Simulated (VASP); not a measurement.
Level of theory: PBEsol GGA, VASP's PBE PAW potentials (set 64) (plane waves; VASP 6.6.1).

VASP input:

POSCAR:
```
Bi2Se3
1
    9.6151570705    -2.0668596519     0.0010729917
    9.6151570705     2.0668596519     0.0010729917
    9.1704717172     0.0000000000     3.5532528754
Bi Se
2 3
Direct
  0.4002328883   0.4002328883   0.4002328883
  0.5997671117   0.5997671117   0.5997671117
  0.0000000000   0.0000000000   0.0000000000
  0.2115333560   0.2115333560   0.2115333560
  0.7884666440   0.7884666440   0.7884666440
```

### KPOINTS
```
Regular mesh
0
gamma
  6 6 6
0 0 0
```

### INCAR
```
SYSTEM = Bi2Se3
PREC = Accurate; ENCUT = 400; LREAL = .FALSE.
LASPH = .TRUE.
EDIFF = 1E-6; NELM = 100; ALGO = Normal
LMAXMIX = 4
ISMEAR = 0; SIGMA = 0.05
GGA = PS
IBRION = 2; NSW = 60; ISIF = 3
EDIFFG = -0.02
LWAVE = .FALSE.; LCHARG = .FALSE.
```

POTCAR, in this order: Bi_d Se (PBE.64 set). Program: vasp_std.

Without a dispersion term in the relaxation, distances and binding between the weakly bound layers, chains or molecules are unreliable, and so is what depends on them. Unless said otherwise, spin-orbit coupling is left out, though it shifts the bands of the heavy elements here.

Task: Estimate the energy per atom (σ→0), volume per atom, band gap (on the k-mesh).

Result: 
```json
{
 "energy per atom (σ→0)": "-4411 meV/atom",
 "band gap (on the k-mesh)": "0.12 eV",
 "volume_per_atom": "28.13 Å^3/atom"
}
```

File OSZICAR:
```
...
DAV:   3    -0.220528446886E+02    0.53732E-06   -0.25653E-06   984   0.171E-02
   4 F= -.22052845E+02 E0= -.22052814E+02  d E =-.319958E-03
       N       E                     dE             d eps       ncg     rms          rms(c)
DAV:   1    -0.220529483163E+02   -0.10309E-03   -0.12116E-02  2332   0.724E-01    0.451E-02
DAV:   2    -0.220529210598E+02    0.27256E-04   -0.33386E-04  2080   0.159E-01    0.195E-02
DAV:   3    -0.220529096368E+02    0.11423E-04   -0.45392E-05  2252   0.703E-02    0.619E-03
DAV:   4    -0.220529095302E+02    0.10656E-06   -0.41619E-06  1520   0.185E-02
   5 F= -.22052910E+02 E0= -.22052877E+02  d E =-.648416E-04
```

The compound is Bi2Se3 in the tetradymite structure. This run relaxes it. Symmetry was kept, so distortions that lower it aren't found. The start is the result of an earlier pass.
